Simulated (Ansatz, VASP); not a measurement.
**Cross-check of C (Diamond) between VASP and Ansatz**

One calculation is typed for both programs; each brings its own data sets. How far apart do they land? The cell is taken from a series of runs on this material, whose earlier steps may have relaxed, scaled, displaced or heated it; both programs get it as it stands.

Calculated with Ansatz 0.2.0; plane waves, with VASP 6.6.1 beside it; zone-centre phonons at LDA.

### Step 1. The structure

It takes space group Fd-3m (No. 227, cubic). Conventional cell: a = 3.496 Å, b = 3.496 Å, c = 3.496 Å, α = 90.00°, β = 90.00°, γ = 90.00°. Nearest to C lie 4 C at 1.51 Å.

### Step 2. Ansatz: zone-centre phonons, LDA

Ansatz runs on its default PAW (the set named soft_2) files.

Second derivatives magnify differences that forces hide, and they need a tight electronic threshold.

Input file input.yaml:

```yaml
crystal:
  lattice:
    - [0.0, 1.7480305248, 1.7480305248]
    - [1.7480305248, 0.0, 1.7480305248]
    - [1.7480305248, 1.7480305248, 0.0]
  atoms:
    - { symbol: C, position: [0.0, 0.0, 0.0] }
    - { symbol: C, position: [0.25, 0.25, 0.25] }
kpoints:
  mp_grid: { grid: [12, 12, 12] }
hamiltonian:
  xc: lda
scf:
  occupations: { method: fixed }
  lower_state_search: "off"
output:
  eigenvalues: true
phonons:
  method: dfpt
  dielectric: true
  rigid_motions: translations
  qmesh: [6, 6, 6]
  temperatures: { t_max: 1000, t_step: 50 }
  qpath:
    path:
      - [[0.0, 0.0, 0.0], [0.5, 0.0, 0.5], [0.625, 0.25, 0.625]]
      - [[0.375, 0.375, 0.75], [0.0, 0.0, 0.0], [0.5, 0.5, 0.5], [0.5, 0.25, 0.75], [0.5, 0.0, 0.5]]
    npoints: 10
```

Launch:

```
$ ansatz run input.yaml --threads 8 --pin off --max-ram 16384MiB --backend cpu --events-out ev --progress --plain --runs-dir out
```

Numbers of over 12 decimals in the logs are rounded to 6 here.

Output:

```text
Engine: ansatz 0.2.0, aarch64-unknown-linux-gnu
Pseudopotentials: kind: paw
Pseudopotential: C, paw, valence charge 4, recommended cutoff 420 eV (normal), C.paw.azcp
Functional definition: SPW92
  exchange = slater_x
  correlation = pw_c
Crystal: 2 atoms, lattice volume = 10.683 Å³
Basis set: ecut = 420 eV, 181 PW (Γ), exchange–correlation on 40×40×40 points (8 copies of the dense FFT grid, shifted against one another)
Bands: 8, of which v1, the nominal top of the filled ones, is band 4 counted from 1 (3 counted from 0)
Symmetry: 48 space group operations
k-points: 280 of 1728 (irreducible under 4 space group operations, time reversal used)
Non-local potential: C, projectors of the file, l = 0: 2, l = 1: 2, l = 2: 1
PAW form: soft (Blöchl's): semilocal exchange-correlation on the pseudo side does not see the compensation charge
PAW frozen core: C, regenerated for the run's functional, and the local potential with it (the file was generated under x = pbe(κ = 0.804, μ = 0.219515), c = pbe(β = 0.066725))
PAW one-centre angular grid: C, 110 points (default); XC on 64 Gauss nodes
Initial density: superposition of atomic densities (neutral atoms: chi_scale 0, normalization atom), corrected by the library's trained network
Initial wavefunctions: pseudopotential atomic-orbital guess
Functional: x = slater, c = lda
SCF iter   1: F=—  HF=-485.970872 eV  |F-HF|=—  |Δ(HF+E_count)|=         —  Δρ=7.97e-3  dr2=2.80e-3  ethr=1.77e-3  ⟨swp⟩=3.9  Hψ=13292  notcnv=0  defer=471
preconditioner: auto → none  [insulator: Δε(μ)=4.259 eV  Ē_g=20.375 eV  n_scr=0 (ndim 8)  ℏωp=32.1 eV  f_vac=0.000  ε∞_Penn≈3.5]
SCF iter   2: F=—  HF=-485.970132 eV  |F-HF|=—  |Δ(HF+E_count)|=   7.40e-4  Δρ=3.72e-3  dr2=5.50e-4  ethr=3.50e-5  ⟨swp⟩=1.3  Hψ=4567  notcnv=0  defer=477
SCF iter   3: F=—  HF=-485.969978 eV  |F-HF|=—  |Δ(HF+E_count)|=   1.54e-4  Δρ=1.64e-4  dr2=1.04e-6  ethr=6.88e-6  ⟨swp⟩=1.2  Hψ=2289  notcnv=0  defer=536
SCF iter   4: F=—  HF=-485.969978 eV  |F-HF|=—  |Δ(HF+E_count)|=   3.10e-7  Δρ=2.50e-5  dr2=4.19e-8  ethr=1.30e-8  ⟨swp⟩=2.1  Hψ=3312  notcnv=0
SCF iter   5: F=—  HF=-485.969978 eV  |F-HF|=—  |Δ(HF+E_count)|=   3.46e-9  Δρ=1.19e-5  dr2=1.28e-8  ethr=5.24e-10  ⟨swp⟩=2.0  Hψ=3360  notcnv=0
SCF iter   6: F=—  HF=-485.969978 eV  |F-HF|=—  |Δ(HF+E_count)|=   4.66e-9  Δρ=4.62e-6  dr2=1.98e-9  ethr=1.60e-10  ⟨swp⟩=2.0  Hψ=3309  notcnv=0
SCF iter   7: F=-485.969978 eV  HF=-485.969978 eV  |F-HF|=4.27e-11  |Δ(HF+E_count)|=  8.22e-10  Δρ=8.87e-7  dr2=7.34e-11  ethr=1.25e-12  ⟨swp⟩=5.3  Hψ=13177  notcnv=0
SCF 1 converged in 7 iterations: F = -485.969978 eV  dr2 = 7.34e-11
  greatest PAW one-centre occupation: 0.646 electrons in one spin orbital (limit 2), on the C atom at site 1 (counted from 0), in its partial waves of l = 0
NSCF: frozen V_eff on 1 k-points
DFPT response loops at Γ: preconditioner auto → none (the input reference at scf.mixing.eps_inf says where Resta's filter doesn't serve); β = 0.50; Broyden in place of MSR1
── the response to a field inside a basis, on 12×12×12 k-points: an SCF that follows is theirs, and a resumed run solves both again ──
Bands: 5, of which v1, the nominal top of the filled ones, is band 4 counted from 1 (3 counted from 0)
k-points: 182 of 1728 (irreducible under 12 space group operations)
Initial density: handed on by an earlier stage of this run
Initial wavefunctions: pseudopotential atomic-orbital guess (no wavefunctions were taken with the density)
Eigensolver: Dense (182 Hₖ)
SCF iter   1: F=—  HF=-485.976258 eV  |F-HF|=—  |Δ(HF+E_count)|=         —  Δρ=9.86e-4  dr2=1.47e-5  ethr=1.00e-1
preconditioner: auto → none  [insulator: Δε(μ)=4.491 eV  Ē_g=16.466 eV  n_scr=0 (ndim 8)  ℏωp=32.1 eV  f_vac=0.000  ε∞_Penn≈4.8]
SCF iter   2: F=—  HF=-485.976261 eV  |F-HF|=—  |Δ(HF+E_count)|=   3.22e-6  Δρ=4.82e-4  dr2=3.19e-6  ethr=1.84e-7
SCF iter   3: F=-485.976262 eV  HF=-485.976262 eV  |F-HF|=7.13e-9  |Δ(HF+E_count)|=   1.60e-6  Δρ=2.59e-5  dr2=9.41e-9  ethr=3.99e-8
SCF 1 converged in 3 iterations: F = -485.976262 eV  dr2 = 9.41e-9
  greatest PAW one-centre occupation: 0.647 electrons in one spin orbital (limit 2), on the C atom at site 0 (counted from 0), in its partial waves of l = 0
DFPT response loops at Γ: mixed as the last ones told, above
NSCF: frozen V_eff on 72 k-points
NSCF: frozen V_eff on 1872 k-points
DFPT response loops at q = (0, 0, 0.166667) (fractional): mixed as the last ones told, above
NSCF: frozen V_eff on 1872 k-points
DFPT response loops at q = (0, 0, 0.333333) (fractional): mixed as the last ones told, above
NSCF: frozen V_eff on 952 k-points
DFPT response loops at q = (0, 0, -0.5) (fractional): mixed as the last ones told, above
NSCF: frozen V_eff on 1020 k-points
DFPT response loops at q = (0, 0.166667, 0.166667) (fractional): mixed as the last ones told, above
NSCF: frozen V_eff on 3456 k-points
DFPT response loops at q = (0, 0.166667, 0.333333) (fractional): mixed as the last ones told, above
NSCF: frozen V_eff on 3456 k-points
DFPT response loops at q = (0, 0.166667, -0.5) (fractional): mixed as the last ones told, above
NSCF: frozen V_eff on 3456 k-points
DFPT response loops at q = (0, 0.166667, -0.333333) (fractional): mixed as the last ones told, above
NSCF: frozen V_eff on 1872 k-points
[...]
ASR residual per site (eV/Å²): 3.58e-4 3.58e-4
  Γ frequencies (cm⁻¹): 0.00 0.00 0.00 1364.88 1364.88 1364.88
  ε∞ (high-frequency dielectric tensor):
        5.724717     0.000000     0.000000
        0.000000     5.724717    -0.000000
        0.000000    -0.000000     5.724717
  ε⁰ (static dielectric tensor: ions relaxed, cell fixed):
        5.724717     0.000000     0.000000
        0.000000     5.724717    -0.000000
        0.000000    -0.000000     5.724717
  ε⁰ − ε∞ (ionic part):
        0.000000     0.000000    -0.000000
        0.000000     0.000000     0.000000
       -0.000000     0.000000     0.000000
  softest optical mode at Γ: 1364.88 cm⁻¹; the repairs (sum rule, projections) moved no ω² at Γ by more than (2.85 cm⁻¹)²
  Born effective charges Z* (e; rows j = field, columns β = displacement):
    site 0:
         0.00000   -0.00000   -0.00000
         0.00000   -0.00000   -0.00000
        -0.00000    0.00000   -0.00000
    site 1:
        -0.00000    0.00000    0.00000
        -0.00000    0.00000    0.00000
         0.00000   -0.00000    0.00000
  Z* charge neutrality: 4.321e-4 e pre-enforcement
  solved inside a basis spanned on kpoints, on 12×12×12 k-points, its susceptibility summed on 18×18×18: ε∞ is read to err by 1.5e-2, Z* by 4.3e-3 e (field_mesh: kpoints solves on kpoints)
  optical modes at Γ without the LO–TO term, one row a degenerate level:
      ω (cm⁻¹)  modes    IR ((D/Å)²/amu)
       1364.88      3             0.0000
  optical modes at Γ + LO–TO along q̂ = [1.0000, 0.0000, 0.0000]:
      ω (cm⁻¹)  modes    IR ((D/Å)²/amu)
       1364.88      3             0.0000
  optical modes at Γ + LO–TO along q̂ = [0.0000, 1.0000, 0.0000]:
      ω (cm⁻¹)  modes    IR ((D/Å)²/amu)
       1364.88      3             0.0000
  optical modes at Γ + LO–TO along q̂ = [0.0000, 0.0000, 1.0000]:
      ω (cm⁻¹)  modes    IR ((D/Å)²/amu)
       1364.88      3             0.0000
--- Phonons (arbitrary-q DFPT): 16 irreducible q on the 6×6×6 mesh ---
  q = [0.0000, 0.0000, 0.0000] (star 1, of the zone-centre solve; hermiticity 3.45e-16, symmetrization 6.91e-16): -0.00 0.00 0.00 1364.88 1364.88 1364.88
  q = [0.0000, 0.0000, 0.1667] (star 8, 1 solved perturbation on 936 of 1728 k-point pairs; hermiticity 3.06e-9, symmetrization 4.27e-15): 304.96 304.96 508.90 1337.21 1337.21 1372.44
  q = [0.0000, 0.0000, 0.3333] (star 8, 1 solved perturbation on 936 of 1728 k-point pairs; hermiticity 5.39e-9, symmetrization 3.71e-15): 494.76 494.76 918.76 1293.35 1293.35 1351.85
  q = [0.0000, 0.0000, -0.5000] (star 4, 1 solved perturbation on 476 of 1728 k-point pairs; hermiticity 3.41e-15, symmetrization 2.84e-15): 553.72 553.72 1124.90 1276.58 1276.58 1287.88
  q = [0.0000, 0.1667, 0.1667] (star 6, 2 solved perturbations in 804 linear systems a pass and spin channel, the states on 510 of 1728 k-point pairs; hermiticity 1.64e-9, symmetrization 1.71e-12): 390.63 390.63 545.21 1318.43 1318.43 1380.06
  q = [0.0000, 0.1667, 0.3333] (star 24, 2 solved perturbations in 2664 linear systems a pass and spin channel, the states on 1728 of 1728 k-point pairs; hermiticity 8.58e-9, symmetrization 2.90e-15): 550.40 608.97 825.10 1271.25 1277.86 1358.98
  q = [0.0000, 0.1667, -0.5000] (star 24, 2 solved perturbations in 2664 linear systems a pass and spin channel, the states on 1728 of 1728 k-point pairs; hermiticity 2.02e-9, symmetrization 2.22e-15): 631.14 726.55 1065.35 1238.73 1242.59 1294.09
  q = [0.0000, 0.1667, -0.3333] (star 24, 2 solved perturbations in 2664 linear systems a pass and spin channel, the states on 1728 of 1728 k-point pairs; hermiticity 5.77e-9, symmetrization 4.54e-15): 609.76 709.51 992.47 1242.57 1271.33 1304.42
  q = [0.0000, 0.1667, -0.1667] (star 12, 2 solved perturbations in 1446 linear systems a pass and spin channel, the states on 936 of 1728 k-point pairs; hermiticity 5.16e-9, symmetrization 2.58e-15): 468.51 560.50 712.20 1292.78 1316.50 1350.53
  q = [0.0000, 0.3333, 0.3333] (star 6, 2 solved perturbations in 804 linear systems a pass and spin channel, the states on 510 of 1728 k-point pairs; hermiticity 1.57e-8, symmetrization 1.20e-12): 675.02 675.02 982.09 1215.39 1215.39 1369.92
  q = [0.0000, 0.3333, -0.5000] (star 24, 2 solved perturbations in 2664 linear systems a pass and spin channel, the states on 1728 of 1728 k-point pairs; hermiticity 6.48e-9, symmetrization 1.89e-15): 747.05 866.69 1056.74 1175.87 1199.56 1303.77
  q = [0.0000, 0.3333, -0.3333] (star 12, 2 solved perturbations in 1446 linear systems a pass and spin channel, the states on 936 of 1728 k-point pairs; hermiticity 3.66e-9, symmetrization 2.99e-15): 728.22 1014.63 1019.93 1108.08 1182.51 1309.12
  q = [0.0000, -0.5000, -0.5000] (star 3, 2 solved perturbations in 443 linear systems a pass and spin channel, the states on 280 of 1728 k-point pairs; hermiticity 2.14e-15, symmetrization 2.15e-15): 793.68 793.68 1148.32 1148.32 1253.96 1253.96
  q = [0.1667, 0.3333, -0.5000] (star 24, 3 solved perturbations on 936 of 1728 k-point pairs; hermiticity 7.69e-9, symmetrization 1.39e-15): 717.22 799.19 941.30 1200.72 1269.94 1296.88
  q = [0.1667, 0.3333, -0.3333] (star 24, 2 solved perturbations in 2604 linear systems a pass and spin channel, the states on 1728 of 1728 k-point pairs; hermiticity 1.81e-9, symmetrization 4.66e-13): 781.72 903.62 1076.53 1107.30 1221.56 1277.50
  q = [0.1667, -0.5000, -0.3333] (star 12, 3 solved perturbations on 510 of 1728 k-point pairs; hermiticity 4.10e-9, symmetrization 4.39e-13): 889.00 889.00 1089.76 1089.76 1236.56 1236.56
  sum rule: each row above includes the acoustic sum rule's correction from the zone centre's row sums; it moved no ω² by more than (2.85 cm⁻¹)²
  mesh force constants: q→R imaginary residual 2.57e-19; ASR residual 3.577e-4 → 0.000e0 eV/Å²; symmetrization residual 1.066e-14 eV/Å²
  interpolated dispersion: 62 rows × 6 modes
  density of states and harmonic sums: on the 30×30×30 q-mesh, interpolated from the force constants of a 6×6×6 supercell (no non-analytic term)
  largest difference from the sums on the solved wave vectors: F 2.02e-3 eV, S 3.20e-6 and C_V 1.19e-6 eV/K
  zero-point energy: 0.378472 eV/cell   skipped modes (ω ≤ 0): 3   left out of the sums: 1.85e-5 of the cell's modes: C_V's classical limit lies that fraction below 3 k_B per atom; for a crystal, a wire or a layer, F and S can be off by more, and a phonons.interpolated_qmesh denser along its periods is the remedy for the sampling
[key lines of the parts left out:]
SCF converged after 7 iterations
Free energy (F): -485.969978 eV
Fermi energy:    14.167442 eV
```

[end of part 1 of 2]

[Lines on the potential files, build, host, timing and source positions are cut from VASP's logs without a mark.]

[Logs are printed without paths, hosts, clocks, repeated set-up lines and the standing remarks that a program may print on its own settings, such as how far it seeks lower states.]

[Hosts, paths, dates, database ids (printed as entryN), source tags and the programs' standing remarks are cut or masked in the printed files.]
